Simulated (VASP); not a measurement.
Input of a VASP 6.6.1 run:

File INCAR:

```
PREC = Accurate
ENCUT = 520
EDIFF = 1E-7
ISMEAR = 1
SIGMA = 0.1
LREAL = False
LASPH = True
NELM = 100
ALGO = Fast
ISIF = 2
LWAVE = False
LCHARG = True
GGA = PE
LELF = True
LVHAR = True
NBANDS = 15
```

The input KPOINTS:

```
Automatic mesh
0
Gamma
  12 12 9
```

File POSCAR:

```
HfB2
1.0
    3.1830190444      0.0000000000      0.0000000000
   -1.5915095222      2.7565753553      0.0000000000
    0.0000000000      0.0000000000      3.3865700711
Hf B
1 2
Direct
    0.0000000000      0.0000000000      0.0000000000
    0.3333333333      0.6666666667      0.5000000000
    0.6666666667      0.3333333333      0.5000000000
```

Potentials or basis: VASP PAW PBE potentials, release 64 (Hf_pv, B).

Run with:

```console
$ cat potpaw_PBE.64/Hf_pv/POTCAR potpaw_PBE.64/B/POTCAR > POTCAR
$ mpirun -np 1 vasp_std > vasp.out
```

Question: Estimate the band gap on the k mesh.

Answer: None (metal or under the smearing width).

Question: Predict the pressure.

Answer: 0.4 GPa.

Stress tensor (GPa, compression positive):
```
-4.57  0.00  0.00
 0.00 -4.57  0.00
 0.00  0.00 10.38
```

The run has no spin-orbit coupling, so splittings on Hf are missing.
